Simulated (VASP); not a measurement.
InAgTe₂ (space group I-42d): the band gap from VASP (plane waves, PAW) at several levels of theory. Gaps are without spin-orbit coupling. Each level names its cell: its own relaxed one, PBE's, or the starting one. A gap is the smallest over the k-mesh and a band path; hybrids may have named points in place of the path, and GW has the mesh alone. mBJ is a potential without an energy functional, so only the levels count.

```json
[
 {"level": "PBEsol (own cell)", "band gap (eV)": "0.08"},
 {"level": "mBJ (TB09) (PBE cell)", "band gap (eV)": "0.85"}
]
```

The cell of the PBEsol (own cell) run:

```
AgInTe2
1.0
   -3.21917     3.21917     6.36268
    3.21917    -3.21917     6.36268
    3.21917     3.21917    -6.36268
In Ag Te
2 2 4
Direct
  0.50000   0.50000   0.00000
  0.25000   0.75000   0.50000
  0.00000   0.00000   0.00000
  0.75000   0.25000   0.50000
  0.37500   0.36632   0.49132
  0.63368   0.12500   0.00868
  0.87500   0.88368   0.50868
  0.11632   0.62500   0.99132
```

Only levels that ran to the end are used. Left out are those held back, those with too coarse a band path, GW runs whose mesh misses a band edge, hybrids' fits of cells that aren't cubic and levels without matching references; a question may draw on a part of the rest.

The structure comes from a computed database's InAgTe2 entry (I-42d); how it stands against other phases isn't given here.
